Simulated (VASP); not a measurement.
Wanted: the native input for a VASP 6.6.1 run.

```yaml
Task: single point
Functional: PBE
Potentials_or_basis: VASP PAW PBE potentials, release 64 (Hf_pv, Li_sv, F)
Cutoff: 520 eV
k_mesh: 3 × 3 × 3
Occupations: fermi-dirac, width 0.05 eV
Spin: no spin polarisation
Dipole_correction: no
Further_INCAR_settings: ALGO = Normal; EDIFF = 1e-06; NBANDS = 39
```

The structure of Li2HfF6 lies in POSCAR:

```
Li2HfF6
1.0
    4.6335150000     -0.4469320000     -0.1309370000
    0.0364860000      4.8072450000      0.2896670000
    0.2187090000      0.3456770000      4.6067240000
Hf Li F
1 2 6
Direct
    0.1655720411      0.5666609363      0.4060567842
    0.5533753546      0.3300986534      0.9894700925
    0.6186842771      0.8811718512      0.7559711102
    0.0651848183      0.8255177854      0.8566694780
    0.6808270342      0.2876032338      0.5077259422
    0.1856848413      0.0664548493      0.1462803587
    0.9465021621      0.2019098831      0.8550318021
    0.6712354283      0.6992956416      0.2082496548
    0.8594225276      0.9797338429      0.3773199012
```

The cell was built by a generator and needn't be a form met in nature.

One way to write it, as run:

INCAR

```
  ALGO = Normal
  EDIFF = 1E-6
  ENCUT = 520
  GGA = PE
  ISIF = 2
  ISMEAR = -1
  LASPH = T
  LCHARG = F
  LREAL = F
  LWAVE = F
  NBANDS = 39
  NELM = 80
  PREC = Accurate
  SIGMA = 0.05
```

KPOINTS

```
k-points
0
Gamma
  3 3 3
```

Potentials or basis: VASP PAW PBE potentials, release 64 (Hf_pv, Li_sv, F).

Command:

```sh
$ cat potpaw_PBE.64/Hf_pv/POTCAR potpaw_PBE.64/Li_sv/POTCAR potpaw_PBE.64/F/POTCAR > POTCAR
$ mpirun -np 1 vasp_std > vasp.out
```

It gave:

```json
{"Largest force": "9.866 eV/Å", "Band gap on the k mesh": "0.27 eV, direct"}
```

Caveat: the k mesh is coarse (spacing up to 0.46 Å⁻¹), so the values aren't converged; spin-orbit coupling is left out, which moves the levels of the heavy elements.

Wall time 29 s on 1 thread of Intel(R) Xeon(R) 6975P-C (Granite Rapids), on a shared host, peak memory 0.22 GiB.
